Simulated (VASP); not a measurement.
Data:

```xyz
2
Lattice="3.1408 0.0000 0.0000 0.0000 3.1408 0.0000 0.0000 0.0000 3.1408" Properties=species:S:1:pos:R:3 pbc="T T T"
Zn     1.5704     1.5704     1.5704
Au     0.0000     0.0000     0.0000
```

Computed with PBE GGA with D3 dispersion (Becke-Johnson damping), VASP's PBE PAW potentials (set 64) (plane waves; VASP). Settings: 520 eV cut-off, 12×12×12 Γ-centred mesh, first-order Methfessel-Paxton smearing of 0.10 eV, potentials Zn Au.

### Question
Give the energy at these volumes per atom, relative to the lowest: 14.54, 15.00, 15.47, 15.93, 16.40 Å³.

### Answer
28.4, 7.0, 0.0, 5.0, 19.9 meV/atom. A third-order Birch-Murnaghan fit gives B0 = 136 GPa and B0′ = 5.4.

Measured: bulk modulus 131 GPa (computed value off by +4.1 %), as given by Niraj K. Nepal et al., Physical Review B (2020), arXiv:2007.11150. The calculation is for a static lattice, while the measured bulk modulus holds thermal and zero-point effects, which are part of the difference.

The compound is AuZn in the CsCl type structure. It was relaxed first.
